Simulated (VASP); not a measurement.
```yaml
crystal:
  lattice:
    - [3.08547, 0.00000, 0.00000]
    - [-1.54273, 2.67209, 0.00000]
    - [0.00000, 0.00000, 4.82698]
  atoms:
    - { symbol: Ta, position: [0.66667, 0.33333, 0.74529] }
    - { symbol: Ta, position: [0.33333, 0.66667, 0.25471] }
    - { symbol: N, position: [0.00000, 0.00000, 0.00000] }
```

Computed with PBE GGA, VASP's PBE PAW potentials (set 64) (plane waves; VASP). Settings: 400 eV cut-off, 14×14×8 Γ-centred mesh, Fermi-Dirac smearing of 0.14 eV, potentials Ta_pv N.

At this cut-off the stress carries a Pulay error, which pulls relaxed volumes low.

### Question
Give the force on each atom (eV/Å).

### Answer

| atom | Fx | Fy | Fz |
|---|---|---|---|
| Ta1 | 0.000 | 0.000 | -0.190 |
| Ta2 | 0.000 | 0.000 | 0.190 |
| N3 | 0.000 | 0.000 | 0.000 |

### Question
Give the stress tensor in GPa (positive for a compressed cell).

### Answer

```
4.81  0.00  0.00
0.00  4.81  0.00
0.00  0.00  6.14
```
The pressure is its mean diagonal, 5.26 GPa.

The structure comes from a computed database's Ta2N entry; how it stands against other phases isn't given here. The cell was not relaxed at this level. The electron count is odd and the run is not spin-polarised, which forces a metal. VASP warned that the highest band is occupied, so more bands are needed.
